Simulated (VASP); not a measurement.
Energy against volume of Mo (bcc). Level of theory: optB86b-vdW, VASP's PBE PAW potentials (set 64) (plane waves; VASP). Settings: 520 eV cut-off, 16×16×16 Γ-centred mesh, first-order Methfessel-Paxton smearing of 0.10 eV, potentials Mo_sv.

| V (Å³/atom) | E (eV/atom) |
|---|---|
| 14.667 | -8.11184 |
| 15.135 | -8.15095 |
| 15.603 | -8.16227 |
| 16.071 | -8.14981 |

Problem. Fit these four points and predict the energy of the run at 16.539 Å³/atom.

Solution. A cubic in V^(−2/3), the third-order Birch-Murnaghan form, passes through the four points with V0 = 15.58 Å³/atom and B0 = 273 GPa, and gives -8.1169 eV/atom there. The run gave -8.1171 eV/atom, -0.1 meV/atom from the fit; all five points give B0 = 272 GPa.

The compound is Mo in the bcc structure. It was relaxed first.
